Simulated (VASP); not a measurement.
Input:

```xyz
4
Lattice="2.2420 -3.8833 0.0000 2.2420 3.8833 0.0000 0.0000 0.0000 7.3260" Properties=species:S:1:pos:R:3 pbc="T T T"
Ag     2.2420    -1.2944     3.6632
Ag     2.2420     1.2944     0.0002
I      2.2420    -1.2944     6.4100
I      2.2420     1.2944     2.7470
```

Calculation: LDA (Ceperley-Alder, Perdew-Zunger), VASP's LDA PAW potentials (set 64) (plane waves; VASP). Run with 400 eV cut-off, 7×7×4 Γ-centred mesh, tetrahedra with Blöchl corrections, potentials Ag I.

The cores are frozen, which limits the accuracy of field gradients.

Q: Give the principal components of the electric field gradient (V/Å²) and the asymmetry η at each nucleus.

A: 
```json
[
 {"atom": "Ag1", "Vxx": "0.0", "Vyy": "0.0", "Vzz": "0.0", "η": "-"},
 {"atom": "Ag2", "Vxx": "0.0", "Vyy": "0.0", "Vzz": "0.0", "η": "-"},
 {"atom": "I3", "Vxx": "-1.9", "Vyy": "-1.9", "Vzz": "3.8", "η": "0.00"},
 {"atom": "I4", "Vxx": "-1.9", "Vyy": "-1.9", "Vzz": "3.8", "η": "0.00"}
]
```

The compound is AgI in the wurtzite structure. It was relaxed first, which changed the volume by -7 %.
